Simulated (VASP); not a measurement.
Consider the following.

```
CELL_PARAMETERS angstrom
      2.08322    -5.55516     0.00000
      2.08322     5.55516     0.00000
      0.00000     0.00000     4.43050
ATOMIC_POSITIONS crystal
  Sr 0.86069 0.13931 0.75000
  Sr 0.13931 0.86069 0.25000
  Pd 0.57059 0.42941 0.75000
  Pd 0.42941 0.57059 0.25000
```

Method: PBEsol GGA, VASP's PBE PAW potentials (set 64) (plane waves; VASP 6.6.1). Run with 300 eV cut-off, 6×6×5 Γ-centred mesh, Fermi-Dirac smearing of 0.14 eV, potentials Sr_sv Pd.

At this cut-off the stress carries a Pulay error, which pulls relaxed volumes low. Energy and stress use the plane-wave basis of the starting cell.

### Question
The ions, cell shape and volume are relaxed. Predict the relaxed structure.

### Answer

```
CELL_PARAMETERS angstrom
      2.09490    -5.56460     0.00000
      2.09490     5.56460     0.00000
      0.00000     0.00000     4.49298
ATOMIC_POSITIONS crystal
  Sr 0.86009 0.13991 0.75000
  Sr 0.13991 0.86009 0.25000
  Pd 0.56999 0.43001 0.75000
  Pd 0.43001 0.56999 0.25000
```
Space group Cmcm (63), at a tolerance of 0.03 Å.

### Question
How do energy and volume change from the first to the last step?

### Answer
The energy (σ→0) changes by -2.1 meV/atom and the volume by +2.2 %, in 9 ionic steps.

The structure comes from a computed database's SrPd entry (Cmcm); how it stands against other phases isn't given here. This run relaxes it. Symmetry was kept, so distortions that lower it aren't found. The run is one of a series of settings (EDIFFG = -0.01, IBRION = 2, ISIF = 3, NSW = 50 against the base run), some of them coarse on purpose.
